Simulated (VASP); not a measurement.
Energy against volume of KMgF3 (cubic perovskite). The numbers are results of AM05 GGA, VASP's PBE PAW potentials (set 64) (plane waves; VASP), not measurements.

```csv
V (Å³/atom),E (eV/atom)
12.105,-4.88061
12.491,-4.89061
12.878,-4.89459
13.264,-4.89345
13.650,-4.88803
```

**Question.** Fit a third-order Birch-Murnaghan equation of state.

**Answer.** 
- volume per atom: 12.98 Å³/atom
- bulk modulus: 67.8 GPa
- pressure derivative of the bulk modulus: 4.73
- lattice constant a: 4.018 Å

The compound is KMgF3 in the cubic perovskite structure. It was relaxed first.
